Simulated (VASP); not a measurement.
Method: LDA (Ceperley-Alder, Perdew-Zunger), VASP's LDA PAW potentials (set 64) (plane waves; VASP).

VASP ran on this input.

**INCAR**
```
ISIF = 3   # ions, shape and volume
SYSTEM = Pd
NSW = 40
LWAVE = .False.
IBRION = 2   # conjugate gradients
LREAL = .False.   # projection in real space or not
LMAXMIX = 4
LCHARG = .False.
EDIFF = 1E-6   # SCF stop (eV)
EDIFFG = -0.02
SIGMA = 0.1
ALGO = Normal   # blocked Davidson
ENCUT = 500   # plane-wave cut-off (eV)
ISMEAR = 1
PSTRESS = 450
LASPH = .True.   # aspherical one-centre terms
NELM = 100   # most electronic steps
PREC = Accurate
```

### KPOINTS
```
Automatic
0
gamma
17 17 17
```

File POSCAR:
```
Pd
1
    0.0000000000     1.8344190366     1.8344190366
    1.8344190366    -0.0000000000     1.8344190366
    1.8344190366     1.8344190366    -0.0000000000
Pd
1
Direct
  1.0000000000   0.0000000000   1.0000000000
```

POTCAR, in this order: Pd (LDA.64 set). Program: vasp_std.

Output of the run:

OSZICAR:
```
       N       E                     dE             d eps       ncg     rms          rms(c)
DAV:   1     0.365921360330E+02    0.36592E+02   -0.53251E+03  2986   0.103E+03
DAV:   2    -0.629961688174E+01   -0.42892E+02   -0.41602E+02  3196   0.197E+02
DAV:   3    -0.663951963749E+01   -0.33990E+00   -0.33709E+00  3478   0.203E+01
DAV:   4    -0.664119039592E+01   -0.16708E-02   -0.16703E-02  3601   0.126E+00
DAV:   5    -0.664120576635E+01   -0.15370E-04   -0.15370E-04  3642   0.951E-02    0.136E+01
DAV:   6    -0.631419492301E+01    0.32701E+00   -0.10516E+00  3086   0.102E+01    0.672E+00
DAV:   7    -0.627677827247E+01    0.37417E-01   -0.51744E-02  4366   0.202E+00    0.271E+00
DAV:   8    -0.626940080342E+01    0.73775E-02   -0.31181E-03  3297   0.687E-01    0.155E-01
DAV:   9    -0.626939817648E+01    0.26269E-05   -0.15733E-05  3938   0.474E-02    0.348E-02
DAV:  10    -0.626940243496E+01   -0.42585E-05   -0.30516E-06  3441   0.155E-02    0.247E-03
DAV:  11    -0.626940241549E+01    0.19477E-07   -0.27494E-08  1716   0.170E-03
   1 F= -.28018138E+01 E0= -.28013637E+01  d E =-.280181E+01
```

**OUTCAR**
```
------------------------ aborting loop because EDIFF is reached ----------------------------------------
  FORCE on cell =-STRESS in cart. coord.  units (eV):
  Direction    XX          YY          ZZ          XY          YZ          ZX
  --------------------------------------------------------------------------------------
  Total        3.4541248      3.4541248      3.4541248      0.0000000      0.0000000      0.0000000
  in kB      448.2527495    448.2527495    448.2527495      0.0000000      0.0000000      0.0000000
  external PRESSURE =      -1.7472505 kB  Pullay stress =     450.0000000 kB
  volume of cell :       12.35
      direct lattice vectors                 reciprocal lattice vectors
     0.000000000  1.834419037  1.834419037    -0.272565859  0.272565859  0.272565859
     1.834419037  0.000000000  1.834419037     0.272565859 -0.272565859  0.272565859
     1.834419037  1.834419037  0.000000000     0.272565859  0.272565859 -0.272565859
 POSITION                                       TOTAL-FORCE (eV/Angst)
 -----------------------------------------------------------------------------------
      0.00000      0.00000      0.00000         0.000000      0.000000     -0.000000
 -----------------------------------------------------------------------------------
    total drift:                               -0.000000     -0.000000     -0.000000
  FREE ENERGIE OF THE ION-ELECTRON SYSTEM (eV)
  ---------------------------------------------------
  free  energy   TOTEN  =        -6.2694024155 eV

  energy  without entropy=       -6.2680520958  energy(sigma->0) =       -6.26895231
  enthalpy is  TOTEN    =        -2.8018137645 eV   P V=        3.4675886510

 reached required accuracy - stopping structural energy minimisation
```
(Selected blocks of OUTCAR.)

OUTCAR:
```
 val. band max:       12.9382307664   @ k =  -0.3529   0.4118   0.0588

 cond. band min:      12.9420986642   @ k =  -0.4706   0.2353   0.0588


 Fermi energy:        12.9400525174

 k-point     1 :       0.0000    0.0000    0.0000
  band No.  band energies     occupation
      1       4.2634      2.00000
      2       9.1529      2.00000
      3       9.1529      2.00000
      4       9.1529      2.00000
      5      11.3466      2.00000
      6      11.3466      2.00000
      7      29.9799      0.00000
      8      35.7611      0.00000
      9      35.7611      0.00000

 k-point     2 :       0.0588    0.0000    0.0000
  band No.  band energies     occupation
      1       4.4118      2.00000
      2       9.0899      2.00000
      3       9.2103      2.00000
      4       9.2103      2.00000
      5      11.3150      2.00000
      6      11.3150      2.00000
      7      30.1899      0.00000
      8      34.9283      0.00000
      9      35.9746      0.00000

 k-point     3 :       0.1176    0.0000    0.0000
  band No.  band energies     occupation
      1       4.8338      2.00000
      2       8.9389      2.00000
      3       9.3577      2.00000
      4       9.3577      2.00000
      5      11.2508      2.00000
      6      11.2508      2.00000
      7      30.7365      0.00000
      8      33.2407      0.00000
      9      36.5906      0.00000

 k-point     4 :       0.1765    0.0000    0.0000
  band No.  band energies     occupation
      1       5.4394      2.00000
      2       8.8239      2.00000
      3       9.5108      2.00000
      4       9.5108      2.00000
      5      11.2497      2.00000
      6      11.2497      2.00000
      7      31.1163      0.00000
      8      31.6105      0.00000
      9      37.5309      0.00000

 k-point     5 :       0.2353    0.0000    0.0000
  band No.  band energies     occupation
      1       6.0061      2.00000
      2       8.9986      2.00000
      3       9.5508      2.00000
...
```

The compound is Pd in the fcc structure. It was relaxed first under an external pressure of 45 GPa.
